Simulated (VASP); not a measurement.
The system is MgZr2O3.

```
Mg Zr O
1.0
    -1.83984    1.83984    4.66426
     1.83984   -1.83984    4.66426
     1.83984    1.83984   -4.66426
Mg Zr O
1 2 3
Direct
  0.00000 0.00000 0.00000
  0.69071 0.69071 0.00000
  0.30929 0.30929 0.00000
  0.75000 0.25000 0.50000
  0.50000 0.50000 0.00000
  0.25000 0.75000 0.50000
```

The cell was built by a generator and needn't be a form met in nature.

* Program: VASP 6.6.1
* Task: relaxation of cell and atoms
* Functional: PBE
* Potentials or basis: VASP PAW PBE potentials, release 64 (Mg, Zr_sv, O)
* Cutoff: 520 eV
* k mesh: 5 × 5 × 5
* Occupations: gaussian, width 0.15 eV
* Spin: no spin polarisation

At the start: pressure 126.1 GPa; volume 10.53 Å³/atom.

**Question.** Where does the relaxation end?

**Answer.** Over 11 steps the energy falls by 1443.1 meV/atom and the volume is 15.30 Å³/atom (+45.3 %); space group I4/mmm (No. 139, to 0.05 Å).

Step by step:
| step | energy change (eV) | largest force (eV/Å) | pressure (GPa) | volume (Å³) |
| --- | --- | --- | --- | --- |
| 1 | 0.0000 | 0.4770 | 126.06 | 63.15 |
| 2 | 7.6938 | 0.1440 | -38.69 | 172.95 |
| 3 | -8.4448 | 0.9686 | -7.32 | 96.68 |
| 4 | -8.5513 | 0.9478 | -2.25 | 93.55 |
| 5 | -8.5616 | 0.9356 | 0.07 | 92.24 |
| 6 | -8.6016 | 0.1036 | -0.21 | 92.47 |
| 7 | -8.6019 | 0.0407 | -0.13 | 92.48 |
| 8 | -8.6326 | 0.0125 | -0.43 | 92.44 |
| 9 | -8.6567 | 0.0826 | -0.84 | 92.31 |
| 10 | -8.6546 | 0.1082 | 1.43 | 91.00 |
| 11 | -8.6586 | 0.0134 | 0.10 | 91.78 |

Final structure:
```
Mg Zr O
1.0
    -2.03091    2.03091    5.56319
     2.03091   -2.03091    5.56319
     2.03091    2.03091   -5.56319
Mg Zr O
1 2 3
Direct
  0.00000 0.00000 0.00000
  0.68236 0.68236 0.00000
  0.31764 0.31764 0.00000
  0.75000 0.25000 0.50000
  0.50000 0.50000 0.00000
  0.25000 0.75000 0.50000
```

Caveat: the k mesh is coarse (spacing up to 0.48 Å⁻¹), so the values aren't converged; the volume moved by over 15 % at a fixed basis, so the end points are rough.
